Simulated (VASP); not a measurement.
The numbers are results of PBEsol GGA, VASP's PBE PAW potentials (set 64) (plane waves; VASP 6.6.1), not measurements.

VASP input:

KPOINTS:
```
k-points along high-symmetry lines
10
Line-mode
Reciprocal
  0.000000   0.000000   0.000000 ! GAMMA
  0.500000   0.000000   0.000000 ! M

  0.500000   0.000000   0.000000 ! M
  0.333333   0.333333   0.000000 ! K

  0.333333   0.333333   0.000000 ! K
  0.000000   0.000000   0.000000 ! GAMMA

  0.000000   0.000000   0.000000 ! GAMMA
  0.000000   0.000000   0.500000 ! A

  0.000000   0.000000   0.500000 ! A
  0.500000   0.000000   0.500000 ! L

  0.500000   0.000000   0.500000 ! L
  0.333333   0.333333   0.500000 ! H

  0.333333   0.333333   0.500000 ! H
  0.000000   0.000000   0.500000 ! A

  0.500000   0.000000   0.500000 ! L
  0.500000   0.000000   0.000000 ! M

  0.333333   0.333333   0.500000 ! H
  0.333333   0.333333   0.000000 ! K
```

**POSCAR**
```
AlGa3N4
1.0
  1.5817401596  -2.7396546731   0.0000000000
  1.5817401596   2.7396546731   0.0000000000
  0.0000000000   0.0000000000  10.2835754060
Ga N Al
3 4 1
Direct
  0.6666670000   0.3333330000   0.2540230202
  0.3333330000   0.6666670000   0.0011466538
  0.6666670000   0.3333330000   0.7487483732
  0.6666670000   0.3333330000   0.4445721437
  0.3333330000   0.6666670000   0.1911224426
  0.6666670000   0.3333330000   0.9387135969
  0.3333330000   0.6666670000   0.6851080462
  0.3333330000   0.6666670000   0.5005657233
```

INCAR:
```
ALGO=Normal
EDIFF=1E-7
ENCUT=520
GGA=PS
ICHARG=11
ISMEAR=0
LASPH=.TRUE.
LCHARG=.FALSE.
LMAXMIX=4
LORBIT=11
LREAL=.FALSE.
LWAVE=.FALSE.
NELM=100
PREC=Accurate
SIGMA=0.05
SYSTEM=AlGa3N4
```

POTCAR, in this order: Ga_d N Al (PBE.64 set). Program: vasp_std. Read from the step before: CHGCAR.

Output

**OUTCAR**
```
 ion  position               nearest neighbor table
   1  0.667  0.333  0.254-   5 1.94   5 1.94   5 1.94   4 1.96   8 3.12   8 3.12   8 3.12
   2  0.333  0.667  0.001-   6 1.94   6 1.94   6 1.94   5 1.95
   3  0.667  0.333  0.749-   7 1.94   7 1.94   7 1.94   6 1.95   8 3.14   8 3.14   8 3.14
   4  0.667  0.333  0.445-   8 1.92   8 1.92   8 1.92   1 1.96
   5  0.333  0.667  0.191-   1 1.94   1 1.94   1 1.94   2 1.95
   6  0.667  0.333  0.939-   2 1.94   2 1.94   2 1.94   3 1.95
   7  0.333  0.667  0.685-   8 1.90   3 1.94   3 1.94   3 1.94
   8  0.333  0.667  0.501-   7 1.90   4 1.92   4 1.92   4 1.92   1 3.12   1 3.12   1 3.12   3 3.14
                             3 3.14   3 3.14
  LATTYP: Found a hexagonal cell.
 ALAT       =     3.1634806243
 C/A-ratio  =     3.2507154705
 Subroutine PRICEL returns:
 Original cell was already a primitive cell.
 Subroutine GETGRP returns: Found  6 space group operations
The static configuration has the point symmetry C_3v.
The dynamic configuration has the point symmetry C_3v.
 Subroutine INISYM returns: Found  6 space group operations
   k-points           NKPTS =     90   k-points in BZ     NKDIM =     90   number of bands    NBANDS=     37
   number of dos      NEDOS =    301   number of ions     NIONS =      8
   total plane-waves  NPLWV =  46080
   dimension x,y,z NGX =    24 NGY =   24 NGZ =   80
   dimension x,y,z NGXF=    48 NGYF=   48 NGZF=  160
   ions per type =               3   4   1
...
```

**OSZICAR**
```
       N       E                     dE             d eps       ncg     rms          rms(c)
DAV:   1     0.635713565816E+03    0.63571E+03   -0.29324E+04  7080   0.292E+03
DAV:   2     0.579293272390E+02   -0.57778E+03   -0.55732E+03  7102   0.695E+02
DAV:   3    -0.457649772655E+02   -0.10369E+03   -0.99060E+02  7891   0.200E+02
DAV:   4    -0.529160845104E+02   -0.71511E+01   -0.70811E+01  8438   0.539E+01
DAV:   5    -0.531334962142E+02   -0.21741E+00   -0.21691E+00  8592   0.931E+00
DAV:   6    -0.531407934777E+02   -0.72973E-02   -0.72951E-02  9802   0.170E+00
DAV:   7    -0.531409291997E+02   -0.13572E-03   -0.13570E-03  8839   0.202E-01
DAV:   8    -0.531409322725E+02   -0.30727E-05   -0.30725E-05  9760   0.329E-02
DAV:   9    -0.531409323366E+02   -0.64120E-07   -0.64018E-07  7975   0.413E-03
   1 F= -.53140932E+02 E0= -.53140932E+02  d E =-.616117E-11
```

### OUTCAR
```
 val. band max:        5.5000068145   @ k =   0.0000   0.0000   0.0000

 cond. band min:       7.8067175967   @ k =   0.0000   0.0000   0.0000



 k-point     1 :       0.0000    0.0000    0.0000
  band No.  band energies     occupation
      1     -10.4221      2.00000
      2      -9.8509      2.00000
      3      -9.7252      2.00000
      4      -9.0889      2.00000
      5      -7.8334      2.00000
      6      -7.8334      2.00000
      7      -7.7781      2.00000
      8      -7.7781      2.00000
      9      -7.7198      2.00000
     10      -7.7198      2.00000
     11      -7.6915      2.00000
     12      -7.5543      2.00000
     13      -7.5543      2.00000
     14      -7.4842      2.00000
     15      -7.4842      2.00000
     16      -7.4607      2.00000
     17      -7.4287      2.00000
     18      -7.4287      2.00000
     19      -6.4363      2.00000
     20      -1.4766      2.00000
     21       1.3888      2.00000
     22       1.9665      2.00000
     23       4.2492      2.00000
     24       4.2492      2.00000
     25       4.8200      2.00000
     26       4.8200      2.00000
     27       5.0760      2.00000
     28       5.0760      2.00000
     29       5.3896      2.00000
     30       5.5000      2.00000
     31       5.5000      2.00000
     32       7.8067      0.00000
     33       9.8854      0.00000
     34      10.0261      0.00000
     35      10.7541      0.00000
     36      14.0802      0.00000
     37      14.2694      0.00000

 k-point     2 :       0.0556    0.0000    0.0000
  band No.  band energies     occupation
      1     -10.3893      2.00000
      2      -9.8290      2.00000
      3      -9.7038      2.00000
      4      -9.0736      2.00000
      5      -7.8282      2.00000
      6      -7.8276      2.00000
      7      -7.7761      2.00000
      8      -7.7721      2.00000
      9      -7.7201      2.00000
     10      -7.7135      2.00000
     11      -7.6788      2.00000
     12      -7.5555      2.00000
...
```

The density is held fixed in this step, so its total energy and stress have no physical meaning.

The structure was generated: AlGa3N4 was put into an ordered model structure (P3m1), which need not be its known phase. It was relaxed first.
